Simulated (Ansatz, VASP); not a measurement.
# Al7Ga11N18: VASP beside Ansatz, part 3 of 3

One calculation is typed for both programs; each brings its own data sets. How far apart do they land? Of the first pair: The structure shown is frame 50 of Ansatz's trajectory.

VASP 6.6.1 and Ansatz 0.2.0.

So far. Step 6 (VASP: single point, revPBE, pair 2): The run ends at a pressure of 8.85 GPa, with forces up to 2.9 eV/Å.

### Step 9. VASP: single point, revPBE, pair 3

Level of this step: revPBE; plane waves and PAW (Ga_d, N, Al) (VASP).

The same cell, functional and mesh now go to VASP, with its own data sets.

Input file INCAR:

```
SYSTEM = Al7Ga11N18
PREC = Accurate
ENCUT = 520
EDIFF = 1E-06
NELM = 120
ISMEAR = 0
SIGMA = 0.01
LREAL = Auto
ALGO = Normal
GGA = RE
NBANDS = 304
LORBIT = 11
LWAVE = .FALSE.
LCHARG = .FALSE.
ISIF = 2
LASPH = .TRUE.
GGA_COMPAT = .FALSE.
EFERMI = MIDGAP
NCORE = 2
```

Input file POSCAR:

```
Al7Ga11N18
1.0
    9.4773000000      0.0000000000      0.0000000000
   -4.7386500000      8.2075830000      0.0000000000
    0.0000000000      0.0000000000     10.2122000000
Ga N Al
22 36 14
Direct
    0.0062318452      0.0009625245      0.0027907797
    0.9966860311      0.9989643723      0.5016255067
    0.0065313548      0.3344833674      0.9904232193
    0.1179972887      0.5648435112      0.2577113648
    0.9998207858      0.3339350939      0.5034174811
    0.0005533140      0.6663593898      0.0091753001
    0.0075273677      0.6759602675      0.5149918725
    0.1112861386      0.8907372609      0.7520318834
    0.3344610198      0.9991004660      0.4959068565
    0.3338923745      0.3329847532      0.4906582323
    0.4559037366      0.5589221577      0.7610211316
    0.3333468243      0.6639713543      0.9939092458
    0.4393454951      0.8802104103      0.2472924541
    0.4359895084      0.8862657862      0.7463230254
    0.6680599224      0.0089063979      0.0009106755
    0.7930931065      0.2371099994      0.2412212843
    0.6705133433      0.0017422912      0.4934783886
    0.7679263282      0.2300799151      0.7494957012
    0.6640041181      0.3370297931      0.4937525705
    0.6635692128      0.6522626698      0.0115548070
    0.7717303397      0.8866069341      0.2510232859
    0.7785060385      0.8942705788      0.7471749476
    0.1117296428      0.2191753650      0.0612013082
    0.9969262406      0.9999512646      0.3020798653
    0.1168319199      0.2197358223      0.5470319814
    0.0137607644      0.0141210878      0.8062709308
    0.0983995369      0.5453371596      0.0644327373
    0.0005891262      0.3353240534      0.3162198155
    0.1189703565      0.5623580048      0.5668122442
    0.0000007163      0.3343371611      0.8057421515
    0.1110503574      0.8885563509      0.0638745814
    0.0020866757      0.6711354610      0.3227610113
    0.1227462389      0.8927232292      0.5708074656
    0.0109473122      0.6738524606      0.8134486203
    0.4496907482      0.2315541616      0.0572746323
    0.3329915763      0.9926795745      0.3092869313
    0.4334782017      0.2125717157      0.5465717475
    0.3297534290      0.0041303268      0.8074851648
    0.4416285632      0.5409022364      0.0592428664
    0.3343762445      0.3256378888      0.2974383580
    0.4377110414      0.5462143971      0.5644033607
    0.3324286252      0.3320831480      0.8121560486
    0.4369623270      0.8907859963      0.0564227101
    0.3412319007      0.6613396416      0.3149272439
    0.4419132038      0.8879837097      0.5522414367
    0.3310969967      0.6532251943      0.8051839956
    0.7780432997      0.2346975961      0.0569612816
    0.6670877292      0.0032795282      0.3018252678
    0.7783891416      0.2360012686      0.5596051781
    0.6587952579      0.0011818339      0.8101878146
    0.7698607682      0.5467383029      0.0722665048
    0.6569964491      0.3232254855      0.3028240732
    0.7769835039      0.5556447008      0.5680166859
    0.6486784019      0.3369566899      0.8175319716
    0.7792921693      0.8856078580      0.0642173087
    0.6599856230      0.6650800851      0.3106578406
    0.7697545778      0.8696348243      0.5532696187
    0.6731432304      0.6635814709      0.8167583870
    0.1128621240      0.2186758270      0.2546757799
    0.1097857255      0.2257546466      0.7411821155
    0.1142040249      0.5549989565      0.7536084291
    0.1052521085      0.8836706251      0.2511603768
    0.3288069768      0.9929942835      0.9965433501
    0.4483957439      0.2194677775      0.2486046102
    0.4417173840      0.2193215713      0.7431895184
    0.3275771321      0.3292808614      0.9989228570
    0.4414071546      0.5556325169      0.2542253383
    0.3303856954      0.6656039908      0.4957991422
    0.6633788910      0.3341544033      0.0045435851
    0.7712186443      0.5587393999      0.2561641958
    0.7720162642      0.5526109209      0.7517968704
    0.6737178554      0.6657014617      0.4963377137
```

Input file KPOINTS:

```
Automatic mesh
0
Gamma
1 1 1
0 0 0
```

Potentials, in the order of the species: Ga_d, N and Al (PBE family, release 64).

The run is started by

```console
> mpirun -np 8 vasp_gam
```

The log of the run:

```text
[... set-up lines as in an earlier step ...]
 entering main loop
       N       E                     dE             d eps       ncg     rms          rms(c)
DAV:   1     0.120405318423E+05    0.12041E+05   -0.18600E+05   656   0.313E+03
DAV:   2     0.289165393849E+04   -0.91489E+04   -0.86442E+04   608   0.936E+02
DAV:   3    -0.349073009576E+02   -0.29266E+04   -0.27396E+04   784   0.345E+02
DAV:   4    -0.485142137705E+03   -0.45023E+03   -0.44012E+03   752   0.138E+02
[...]
DAV:  19    -0.442353988116E+03   -0.26520E-05   -0.17155E-05   704   0.276E-02    0.960E-03
DAV:  20    -0.442353989342E+03   -0.12256E-05   -0.80097E-06   600   0.136E-02    0.653E-03
DAV:  21    -0.442353989801E+03   -0.45881E-06   -0.17939E-06   416   0.143E-02
   1 F= -.44235399E+03 E0= -.44235399E+03  d E =0.000000E+00
```

From OUTCAR (step 9):

```text
  Total       48.4923486     48.6303439     35.5847318     -2.7739460      2.9394685      0.9984229
  in kB       97.8057929     98.0841200     71.7720014     -5.5948617      5.9287095      2.0137515
  external PRESSURE =      89.2206381 kB  Pullay stress =       0.0000000 kB

 POSITION                                       TOTAL-FORCE (eV/Angst)
 -----------------------------------------------------------------------------------
      0.05450      0.00790      0.02850        -1.176548     -0.264548     -0.678071
      4.71215      8.19908      5.12270         1.021244     -0.880161     -0.861651
     -1.52310      2.74530     10.11440        -0.437881     -0.862766      1.142046
     -1.55830      4.63600      2.63180        -0.511961     -1.199309     -0.487053
      7.89320      2.74080      5.14100         0.080427      0.772487     -0.034334
     -3.15240      5.46920      0.09370        -0.850039     -0.414783     -1.000666
     -3.13180      5.54800      5.25920        -0.132384     -1.072438     -0.674829
     -3.16620      7.31080      7.67990        -0.229862      0.109288      0.551453
     -1.56460      8.20020      5.06430        -0.037749     -0.706230     -0.480080
      1.58650      2.73300      5.01070         0.429151      0.504701     -0.110879
      1.67220      4.58740      7.77170        -0.121783     -1.448897     -1.659796
      0.01290      5.44960     10.15000         0.054053     -0.339428      0.833149
     -0.00720      7.22440      2.52540         0.228124      1.060329     -0.090474
     -0.06770      7.27410      7.62160         0.242390     -0.299698     -0.261536
[...]
-----------------------------------------------------------------------------------
    total drift:                                0.005462      0.005169     -0.002751

  FREE ENERGIE OF THE ION-ELECTRON SYSTEM (eV)
  ---------------------------------------------------
  free  energy   TOTEN  =      -442.3539898006 eV

  energy  without entropy=     -442.3539898006  energy(sigma->0) =     -442.35398980

[... 2 parts as in an earlier step ...]

[... 1 further part left out ...]
[key lines of the parts left out:]
E-fermi :   7.1710
```

The run ends at a pressure of 8.92 GPa, with forces up to 3.3 eV/Å.

### Step 10. Differences

Forces on 10 of the 72 atoms, those with the largest forces and the largest differences (eV/Å; atoms numbered as in POSCAR):

```
atom         Ansatz x, y, z           VASP x, y, z
 N25   -1.787, 0.058, 2.188   -1.775, 0.050, 2.200
 N33  -1.704, 0.370, -1.535  -1.690, 0.341, -1.514
 N37    1.131, 1.876, 2.432    1.118, 1.844, 2.438
 N39   -1.695, 1.176, 1.235   -1.672, 1.159, 1.245
 N51    1.587, 0.177, 0.233    1.550, 0.173, 0.231
 N52    0.740, 2.338, 0.605    0.721, 2.347, 0.598
 N57   -0.328, 2.614, 0.860   -0.316, 2.598, 0.851
 N58   0.390, 1.364, -0.037   0.382, 1.330, -0.057
Al67  1.213, -1.708, -1.333  1.213, -1.712, -1.328
Al72  -1.618, -2.207, 0.558  -1.619, -2.202, 0.556
```

The forces differ by 13 meV/Å r.m.s., which is 1.4 % of the r.m.s. force of 0.934 eV/Å (both taken over all components).

### Step 11. Summary of results

```yaml
r_m_s_force_difference_single_point_revpbe_pair_1: 1.3 % of the r.m.s. force
r_m_s_force_difference_single_point_revpbe_pair_2: 1.5 % of the r.m.s. force
r_m_s_force_difference_single_point_revpbe_pair_3: 1.4 % of the r.m.s. force
```

What this shows: The r.m.s. force difference is 1.5 % of the r.m.s. force (single point, revPBE, pair 2), within the 3 % picked in this series as the mark of a large difference. Such differences can come from data sets, numerical settings and the points named under the comparisons, not from the functional's error against experiment.

[Lines on the potential files, build, host, timing and source positions are cut from VASP's logs without a mark.]

[Logs are printed without paths, hosts, clocks, repeated set-up lines and the standing remarks that a program may print on its own settings, such as how far it seeks lower states.]

[Hosts, paths, dates, database ids (printed as entryN), source tags and the programs' standing remarks are cut or masked in the printed files.]
